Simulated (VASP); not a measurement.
```
CELL_PARAMETERS angstrom
      5.71970     0.00000     0.00000
      0.00000     3.12328     0.00000
      0.00000     0.00000     5.66438
ATOMIC_POSITIONS crystal
  V  0.98996 0.25000 0.80059
  V  0.01004 0.75000 0.19941
  V  0.51004 0.75000 0.30059
  V  0.48996 0.25000 0.69941
  S  0.71825 0.75000 0.92375
  S  0.28175 0.25000 0.07625
  S  0.78175 0.25000 0.42375
  S  0.21825 0.75000 0.57625
```

Level of theory: LDA (Ceperley-Alder, Perdew-Zunger), VASP's LDA PAW potentials (set 64) (plane waves; VASP 6.6.1). Settings: 400 eV cut-off, 6×11×6 Γ-centred mesh, tetrahedra with Blöchl corrections, potentials V_sv S.

The cores are frozen, which limits the accuracy of field gradients.

Problem. Give the principal components of the electric field gradient (V/Å²) and the asymmetry η at each nucleus.

Solution. 
```tsv
atom	Vxx	Vyy	Vzz	η
V1	9.9	0.3	-10.2	0.94
V2	9.9	0.3	-10.2	0.94
V3	9.9	0.3	-10.2	0.94
V4	9.9	0.3	-10.2	0.94
S5	-3.7	-0.4	4.1	0.79
S6	-3.7	-0.4	4.1	0.79
S7	-3.7	-0.4	4.1	0.79
S8	-3.7	-0.4	4.1	0.79
```

The structure comes from a computed database's VS entry (Pnma); how it stands against other phases isn't given here. It was relaxed first, which changed the volume by -7 %. The run is not spin-polarised, so no magnetic state was tried.
